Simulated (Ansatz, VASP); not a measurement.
## AlB2N3 in VASP and in Ansatz

File INCAR:

```
SYSTEM = AlB2N3
  PREC = Accurate
  ENCUT = 520
  EDIFF = 1E-6
  ISMEAR = 0
  SIGMA = 0.1
  LREAL = .False.
  LASPH = .True.
  NELM = 100
  ALGO = Normal
  ISIF = 2
  LWAVE = .False.
  LCHARG = .False.
  GGA = PE
  NBANDS = 21
```

The input KPOINTS:

```
regular mesh
0
Gamma
  6 6 2
  0 0 0
```

File POSCAR:

```
AlB2N3
1.0
    3.0788343700      0.0000000000      0.0000000000
   -1.5394171900      2.6663487800      0.0000000000
    0.0000000000      0.0000000000      7.5415732200
Al B N
1 2 3
Direct
    0.0000000000      0.0000000000      0.0000000000
    0.3333333300      0.6666666700      0.6666666700
    0.6666666700      0.3333333300      0.3333333300
    0.6666666700      0.3333333300      0.8333333300
    0.3333333300      0.6666666700      0.1666666700
    0.0000000000      0.0000000000      0.5000000000
```

Input for Ansatz:

```yaml
crystal:
  lattice:
    - [3.07883437, 0.0, 0.0]
    - [-1.53941719, 2.66634878, 0.0]
    - [0.0, 0.0, 7.54157322]
  atoms:
    - { symbol: Al, position: [0.0, 0.0, 0.0] }
    - { symbol: B, position: [0.33333333, 0.66666667, 0.66666667] }
    - { symbol: B, position: [0.66666667, 0.33333333, 0.33333333] }
    - { symbol: "N", position: [0.66666667, 0.33333333, 0.83333333] }
    - { symbol: "N", position: [0.33333333, 0.66666667, 0.16666667] }
    - { symbol: "N", position: [0.0, 0.0, 0.5] }
basis:
  ecutwfc: 420
kpoints:
  mp_grid: { grid: [6, 6, 2] }
hamiltonian:
  xc: pbe
scf:
  occupations: { method: gaussian, width: 0.1 }
  lower_state_search: "off"
output:
  forces: true
  stress: true
  eigenvalues: true
```

Alike in both runs: task single point; functional PBE; k mesh 6 × 6 × 2; occupations gaussian, width 0.1 eV; no spin polarisation.

|  | VASP | Ansatz |
| --- | --- | --- |
| version | VASP 6.6.1 | Ansatz 0.2.0 |
| potentials or method | VASP PAW PBE potentials, release 64 (Al, B, N) | scalar-relativistic, plane waves, PAW |
| plane-wave cutoff (eV) | 520 | 420 |
| valence electrons in the cell | 24 | 24 |

|  | VASP | Ansatz | Ansatz less VASP |
| --- | --- | --- | --- |
| gap on the k mesh at the Fermi level (eV) | none | none | - |
| rms of the force components (eV/Å) | 0.318 | 0.319 | +0.0012 |

Atom by atom the forces differ by 0.001 eV/Å (rms over components). A gap of «none» marks a metal or a gap that the smearing closes. With one functional, cell and mesh, what is left measures potentials, basis and numerics.

Caveats: the k mesh is coarse (spacing up to 0.42 Å⁻¹), so the values aren't converged.
